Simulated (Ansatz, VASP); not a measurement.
# Cross-check of SnOs between VASP and Ansatz, part 2 of 2

Wanted: the spread between two codes on one cell, functional and k mesh. The cell is generated by rule, not measured, and may not be a known phase. Of the first pair: The two relaxations start from unlike cells of this crystal (the structure described is Ansatz's start), so only their ends are compared.

VASP 6.6.1 and Ansatz 0.2.0.

So far: The starting structure; Ansatz: relaxation of cell and atoms, PBEsol, pair 1; VASP: relaxation of cell and atoms, PBEsol, pair 1; Differences.

## 5. Ansatz: relaxation of cell and atoms, PBEsol, pair 2

Level of this step: Ansatz beside VASP: Kohn-Sham DFT, plane waves, PBEsol (Ansatz).

The relaxed volume is the usual yardstick between codes: in a stiff, nearly cubic crystal its relative difference is about their pressure difference at one cell divided by the bulk modulus. Its start cell is another than that of the pair before, and may be another structure of the material.

The cell is taken from a series of runs on this material, whose earlier steps may have relaxed, scaled, displaced or heated it; both programs get it as it stands.

input.yaml

```yaml
crystal:
  lattice:
    - [3.2166402939, 0.0, 0.0]
    - [0.0, 3.2166402939, 0.0]
    - [0.0, 0.0, 3.2166402939]
  atoms:
    - { symbol: Sn, position: [0.5, 0.5, 0.5] }
    - { symbol: Os, position: [0.0, 0.0, 0.0] }
kpoints:
  mp_grid: { grid: [14, 14, 14] }
hamiltonian:
  xc: pbesol
  pseudopotentials: { kind: paw, azcp: { folder: soft_1 }, xc_functional: pbe }
scf:
  occupations: { method: gaussian, width: 0.1 }
  lower_state_search: "off"
output:
  forces: true
  stress: true
  eigenvalues: true
relax:
  adjacent_minimum: "off"
  f_tol: 0.005
  max_steps: 80
  cell: { stress_tol: 0.05 }
```

The run is started by

```console
> ansatz run input.yaml --threads 18 --pin off --max-ram 92160MiB --backend cuda --events-out ev --progress --plain --runs-dir out --max-vram 78GiB
```

Numbers of over 12 decimals in the logs are rounded to 6 here.

What it wrote:

```text
[...]
Crystal: 2 atoms, lattice volume = 33.282 Å³
Basis set: ecut = 420 eV, 619 PW (Γ), exchange–correlation on 48×48×48 points (8 copies of the dense FFT grid, shifted against one another)
Bands: 19, of which v1, the nominal top of the filled ones, is band 15 counted from 1 (14 counted from 0)
Symmetry: 48 space group operations
[...]
k-point 119: bands = [... 11 lower, 14.3033, 16.9012, 21.0751, 21.0751, 23.0559, 23.0559, 23.0559, 24.6104]
--- Relaxed structure (3 steps of the walk, 2 accepted, 1 SCFs on fresh bases) ---
[...]
cell:  # Å, volume = 33.2296 Å³
    - [3.214956, 0, 0.0]
    - [0, 3.214956, 0.0]
    - [0.0, 0.0, 3.214956]
  atoms:
    - { symbol: Sn, position: [0.5, 0.5, 0.5] }
    - { symbol: Os, position: [0, 0, 0] }
[key lines of the parts left out:]
SCF converged after 8 iterations
Free energy (F): -17201.382340 eV
Fermi energy:    20.440964 eV
P = ⅓ Tr σ = -0.0020 GPa (-0.020 kbar)
```

## 6. VASP: relaxation of cell and atoms, PBEsol, pair 2

The same cell, functional, mesh and smearing now go to VASP, with its own data sets.

INCAR

```
SYSTEM = SnOs
PREC = Accurate
ENCUT = 600
EDIFF = 1E-07
NELM = 120
ISMEAR = 0
SIGMA = 0.1
LREAL = .FALSE.
ALGO = Normal
GGA = PS
NBANDS = 17
LASPH = .TRUE.
LORBIT = 11
LWAVE = .FALSE.
LCHARG = .FALSE.
ISIF = 3
IBRION = 2
NSW = 80
EDIFFG = -0.005
GGA_COMPAT = .FALSE.
NELMIN = 4
```

POSCAR

```
SnOs
1.0
    3.2166400000      0.0000000000      0.0000000000
    0.0000000000      3.2166400000      0.0000000000
    0.0000000000      0.0000000000      3.2166400000
Sn Os
1 1
Direct
    0.5000000000      0.5000000000      0.5000000000
    0.0000000000      0.0000000000      0.0000000000
```

KPOINTS

```
Automatic mesh
0
Gamma
14 14 14
0 0 0
```

Potentials, in the order of the species: Sn_d and Os (PBE family, release 64).

The run is started by

```console
> mpirun -np 1 vasp_std
```

What it wrote:

```text
[banner, memory and clock lines left out]
running    1 mpi-ranks, on    1 nodes
[...]
[... a notice as in an earlier step ...]

 LDA part: xc-table for (Slater+PW92), standard interpolation
 POSCAR, INCAR and KPOINTS ok, starting setup
[...]
entering main loop
       N       E                     dE             d eps       ncg     rms          rms(c)
DAV:   1     0.170470365349E+03    0.17047E+03   -0.12318E+04  4211   0.217E+03
DAV:   2    -0.697446510816E+00   -0.17117E+03   -0.16646E+03  4185   0.471E+02
DAV:   3    -0.158788168525E+02   -0.15181E+02   -0.14806E+02  4614   0.121E+02
DAV:   4    -0.162740473433E+02   -0.39523E+00   -0.39229E+00  4749   0.193E+01
[...]
DAV:  12    -0.157437891819E+02    0.72280E-06   -0.15728E-06  5487   0.778E-03    0.292E-03
DAV:  13    -0.157437890651E+02    0.11681E-06   -0.54439E-08  2309   0.262E-03    0.819E-04
DAV:  14    -0.157437890417E+02    0.23377E-07   -0.61573E-09  2182   0.105E-03
   1 F= -.15743789E+02 E0= -.15742814E+02  d E =-.157438E+02
[...]
DAV:   7    -0.157437808730E+02    0.11823E-06   -0.20055E-08  2081   0.139E-03    0.429E-04
DAV:   8    -0.157437808742E+02   -0.11364E-08   -0.27210E-09  2074   0.645E-04
   2 F= -.15743781E+02 E0= -.15742805E+02  d E =0.816751E-05
 trial-energy change:    0.000008  1 .order    0.000007   -0.000009    0.000023
 step:   0.2398(harm=  0.2936)  dis= 0.00000  next Energy=   -15.743790 (dE=-0.110E-05)
[...]
N       E                     dE             d eps       ncg     rms          rms(c)
DAV:   1    -0.157438604998E+02   -0.79627E-04   -0.14491E-03  5165   0.644E-01    0.597E-02
DAV:   2    -0.157438014033E+02    0.59097E-04   -0.12317E-04  5175   0.164E-01    0.198E-02
DAV:   3    -0.157437905822E+02    0.10821E-04   -0.19655E-05  5273   0.896E-02    0.931E-03
DAV:   4    -0.157437896177E+02    0.96450E-06   -0.34898E-06  6059   0.288E-02    0.195E-03
DAV:   5    -0.157437897475E+02   -0.12975E-06   -0.17295E-07  3139   0.471E-03    0.787E-04
DAV:   6    -0.157437898791E+02   -0.13162E-06   -0.34532E-08  2084   0.207E-03    0.485E-04
DAV:   7    -0.157437899496E+02   -0.70558E-07   -0.30733E-08  2059   0.293E-03
   3 F= -.15743790E+02 E0= -.15742815E+02  d E =-.907950E-06
[...]
reached required accuracy - stopping structural energy minimisation
```

From OUTCAR (step 6):

```text
  Total        0.0001631      0.0001631      0.0001631      0.0000000     -0.0000000      0.0000000
  in kB        0.0078492      0.0078492      0.0078492      0.0000000     -0.0000000      0.0000000
  external PRESSURE =       0.0078492 kB  Pullay stress =       0.0000000 kB

 POSITION                                       TOTAL-FORCE (eV/Angst)
 -----------------------------------------------------------------------------------
      1.60843      1.60843      1.60843        -0.000000     -0.000000      0.000000
      0.00000      0.00000      0.00000         0.000000      0.000000      0.000000
 -----------------------------------------------------------------------------------
    total drift:                                0.000000      0.000000      0.000000

  FREE ENERGIE OF THE ION-ELECTRON SYSTEM (eV)
  ---------------------------------------------------
  free  energy   TOTEN  =       -15.7437899496 eV

  energy  without entropy=      -15.7418396641  energy(sigma->0) =      -15.74281481

[... 1 part as in an earlier step ...]

[... 3 further parts left out ...]
[key lines of the parts left out:]
E-fermi :  11.1260
```

## 7. Comparison

What differs besides the data sets and the points named for the pairs above, as far as they apply: the data sets hold 30 valence electrons in Ansatz (on its PAW soft_1 files) and 22 in VASP. Total energies have different zeros and are not compared.

The two programs side by side:

| quantity | Ansatz | VASP | difference |
| --- | --- | --- | --- |
| volume (Å³) | 33.23 | 33.29 | -0.18 % |
| edge a after relaxation, in the typed setting (Å) | 3.215 | 3.217 | -0.06 % |

## 8. VASP: relaxation of cell and atoms, PBEsol, pair 3

The relaxed volume is the usual yardstick between codes: in a stiff, nearly cubic crystal its relative difference is about their pressure difference at one cell divided by the bulk modulus.

INCAR, as its differences from that of step 6:

```diff
@@ -5,4 +5,4 @@
 NELM = 120
-ISMEAR = 0
-SIGMA = 0.1
+ISMEAR = 1
+SIGMA = 0.2
 LREAL = .FALSE.
```

POSCAR

```
SnOs
1.0
    3.2149560000      0.0000000000      0.0000000000
    0.0000000000      3.2149560000      0.0000000000
    0.0000000000      0.0000000000      3.2149560000
Sn Os
1 1
Direct
    0.5000000000      0.5000000000      0.5000000000
    0.0000000000      0.0000000000      0.0000000000
```

KPOINTS

```
Automatic mesh
0
Gamma
16 16 16
0 0 0
```

The run is started by

```console
> mpirun -np 1 vasp_std
```

What it wrote:

```text
[... set-up lines as in an earlier step ...]
 entering main loop
       N       E                     dE             d eps       ncg     rms          rms(c)
DAV:   1     0.167833086179E+03    0.16783E+03   -0.12395E+04  5860   0.217E+03
DAV:   2    -0.939974982793E+00   -0.16877E+03   -0.16383E+03  5732   0.466E+02
DAV:   3    -0.159188862572E+02   -0.14979E+02   -0.14641E+02  6469   0.119E+02
DAV:   4    -0.162748983753E+02   -0.35601E+00   -0.35515E+00  6560   0.187E+01
[...]
DAV:  12    -0.157417628834E+02    0.77238E-06   -0.13170E-06  7613   0.761E-03    0.334E-03
DAV:  13    -0.157417627669E+02    0.11651E-06   -0.44900E-08  3143   0.265E-03    0.610E-04
DAV:  14    -0.157417627442E+02    0.22668E-07   -0.49527E-09  2955   0.968E-04
   1 F= -.15741763E+02 E0= -.15741438E+02  d E =-.157418E+02
[...]
N       E                     dE             d eps       ncg     rms          rms(c)
DAV:   1    -0.157515353110E+02   -0.97725E-02   -0.20941E-01  7106   0.781E+00    0.709E-01
[...]
DAV:   8    -0.157412376576E+02   -0.66675E-07   -0.28948E-08  3124   0.197E-03
   2 F= -.15741238E+02 E0= -.15740934E+02  d E =0.525087E-03
 trial-energy change:    0.000525  1 .order    0.000508   -0.000780    0.001795
 step:   0.2944(harm=  0.3029)  dis= 0.00000  next Energy=   -15.741877 (dE=-0.114E-03)
[...]
N       E                     dE             d eps       ncg     rms          rms(c)
DAV:   1    -0.157470027620E+02   -0.57652E-02   -0.10330E-01  7104   0.540E+00    0.505E-01
DAV:   2    -0.157427670543E+02    0.42357E-02   -0.87996E-03  7113   0.139E+00    0.167E-01
DAV:   3    -0.157419842052E+02    0.78285E-03   -0.14050E-03  7270   0.758E-01    0.763E-02
DAV:   4    -0.157418848095E+02    0.99396E-04   -0.23804E-04  8370   0.239E-01    0.165E-02
DAV:   5    -0.157418762684E+02    0.85411E-05   -0.13557E-05  6901   0.389E-02    0.759E-03
DAV:   6    -0.157418748697E+02    0.13986E-05   -0.15442E-06  7077   0.111E-02    0.345E-03
DAV:   7    -0.157418752235E+02   -0.35373E-06   -0.41310E-07  6613   0.721E-03    0.859E-04
DAV:   8    -0.157418751742E+02    0.49318E-07   -0.13394E-08  2865   0.135E-03
   3 F= -.15741875E+02 E0= -.15741556E+02  d E =-.112430E-03
[...]
reached required accuracy - stopping structural energy minimisation
```

Parts of OUTCAR (step 8):

```text
  Total        0.0020008      0.0020008      0.0020008     -0.0000000     -0.0000000     -0.0000000
  in kB        0.0962578      0.0962578      0.0962578     -0.0000000     -0.0000000     -0.0000000
  external PRESSURE =       0.0962578 kB  Pullay stress =       0.0000000 kB

 POSITION                                       TOTAL-FORCE (eV/Angst)
 -----------------------------------------------------------------------------------
      1.60866      1.60866      1.60866        -0.000000     -0.000000      0.000000
      0.00000      0.00000      0.00000         0.000000      0.000000      0.000000
 -----------------------------------------------------------------------------------
    total drift:                                0.000000      0.000000      0.000000

  FREE ENERGIE OF THE ION-ELECTRON SYSTEM (eV)
  ---------------------------------------------------
  free  energy   TOTEN  =       -15.7418751742 eV

  energy  without entropy=      -15.7409186817  energy(sigma->0) =      -15.74155634

[... 1 part as in an earlier step ...]

[... 3 further parts left out ...]
[key lines of the parts left out:]
E-fermi :  11.1598
```

## 9. Ansatz: relaxation of cell and atoms, PBEsol, pair 3

The same cell, functional, mesh and smearing now go to Ansatz, which takes its cutoff from its data sets.

The cell is taken from a series of runs on this material, whose earlier steps may have relaxed, scaled, displaced or heated it; both programs get it as it stands.

input.yaml, the sections that differ from step 5:

```yaml
crystal:
  lattice:
    - [3.2149563283, 0.0, 0.0]
    - [0.0, 3.2149563283, 0.0]
    - [0.0, 0.0, 3.2149563283]
  atoms:
    - { symbol: Sn, position: [0.5, 0.5, 0.5] }
    - { symbol: Os, position: [0.0, 0.0, 0.0] }
kpoints:
  mp_grid: { grid: [16, 16, 16] }
scf:
  occupations: { method: methfessel_paxton, width: 0.2 }
  lower_state_search: "off"
relax:
  adjacent_minimum: "off"
  f_tol: 0.001
  max_steps: 60
  cell: { stress_tol: 0.01 }
# hamiltonian, output: as in step 5
```

The run is started by

```console
> ansatz run input.yaml --threads 18 --pin off --max-ram 92160MiB --backend cuda --events-out ev --progress --plain --runs-dir out --max-vram 78GiB
```

What it wrote:

```text
[...]
Crystal: 2 atoms, lattice volume = 33.230 Å³
Basis set: ecut = 420 eV, 619 PW (Γ), exchange–correlation on 48×48×48 points (8 copies of the dense FFT grid, shifted against one another)
Bands: 19, of which v1, the nominal top of the filled ones, is band 15 counted from 1 (14 counted from 0)
Symmetry: 48 space group operations
[...]
k-point 164: bands = [... 11 lower, 14.2948, 16.8919, 21.0584, 21.0584, 23.0430, 23.0430, 23.0430, 24.5943]
--- Relaxed structure (3 steps of the walk, 2 accepted, 1 SCFs on fresh bases) ---
[...]
cell:  # Å, volume = 33.2449 Å³
    - [3.215448, 0, 0.0]
    - [0, 3.215448, 0.0]
    - [0.0, 0.0, 3.215448]
  atoms:
    - { symbol: Sn, position: [0.5, 0.5, 0.5] }
    - { symbol: Os, position: [0, 0, 0.0] }
[key lines of the parts left out:]
SCF converged after 8 iterations
Free energy (F): -17201.380531 eV
Fermi energy:    20.471804 eV
P = ⅓ Tr σ = -0.0001 GPa (-0.001 kbar)
```

## 10. Comparison

What differs besides the data sets and the points named for the pairs above, as far as they apply: the data sets hold 30 valence electrons in Ansatz (on its PAW soft_1 files) and 22 in VASP. Total energies have different zeros and are not compared.

Both answers:

| quantity | Ansatz | VASP | difference |
| --- | --- | --- | --- |
| volume (Å³) | 33.24 | 33.30 | -0.18 % |
| edge a after relaxation, in the typed setting (Å) | 3.215 | 3.217 | -0.06 % |

## 11. Summary of results

| Property | Result |
| --- | --- |
| difference in volume (relaxation of cell and atoms, PBEsol, pair 1) | -0.27 % |
| difference in volume (relaxation of cell and atoms, PBEsol, pair 2) | -0.18 % |
| difference in volume (relaxation of cell and atoms, PBEsol, pair 3) | -0.18 % |

What this shows: The difference in volume is -0.27 % (relaxation of cell and atoms, PBEsol, pair 1), within the 1.2 % picked in this series as the mark of a large difference, as far as the stopping tolerances let one tell. The data sets hold unlike numbers of valence electrons (30 in Ansatz and 22 in VASP), so part of the differences comes from the potentials. Such differences can come from data sets, numerical settings and the points named under the comparisons, not from the functional's error against experiment.

[Lines on the potential files, build, host, timing and source positions are cut from VASP's logs without a mark.]

[Logs are printed without paths, hosts, clocks, repeated set-up lines and the standing remarks that a program may print on its own settings, such as how far it seeks lower states.]

[Hosts, paths, dates, database ids (printed as entryN), source tags and the programs' standing remarks are cut or masked in the printed files.]
